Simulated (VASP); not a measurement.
```
MgB2
1.0
    1.45878    -2.52669     0.00000
    1.45878     2.52669     0.00000
    0.00000     0.00000     3.22085
Mg B
1 2
Direct
  0.00000   0.00000   0.00000
  0.33333   0.66667   0.50000
  0.66667   0.33333   0.50000
```

All values below come from LDA (Ceperley-Alder, Perdew-Zunger), VASP's LDA PAW potentials (set 64) (plane waves; VASP 6.6.1). Numerical set-up: 620 eV cut-off, 12×12×10 Γ-centred mesh, first-order Methfessel-Paxton smearing of 0.10 eV, potentials Mg B.

Energy and stress use the plane-wave basis of the starting cell.

The ions, cell shape and volume at an external pressure of 45.0 GPa are relaxed. Predict the relaxed structure.

```
MgB2
1.0
    1.43749    -2.48980     0.00000
    1.43749     2.48980     0.00000
    0.00000     0.00000     3.14573
Mg B
1 2
Direct
  0.00000   0.00000   0.00000
  0.33333   0.66667   0.50000
  0.66667   0.33333   0.50000
```
Space group P6/mmm (191), at a tolerance of 0.03 Å.

How do energy and volume change from the first to the last step?

The energy (σ→0) changes by +95.0 meV/atom and the volume by -5.2 %, in 5 ionic steps.

```tsv
step	E(σ→0) (eV)	max force (eV/Å)	pressure (GPa)	volume (Å³)
1	-16.9789	0.000	29.94	23.74
2	-16.2640	0.000	65.65	21.28
3	-16.7093	0.000	44.79	22.58
4	-16.7029	0.000	45.12	22.56
5	-16.6939	0.000	45.15	22.52
```

The compound is MgB2 in the AlB2 type structure. This run relaxes it under an external pressure of 45 GPa. Symmetry was kept, so distortions that lower it aren't found.
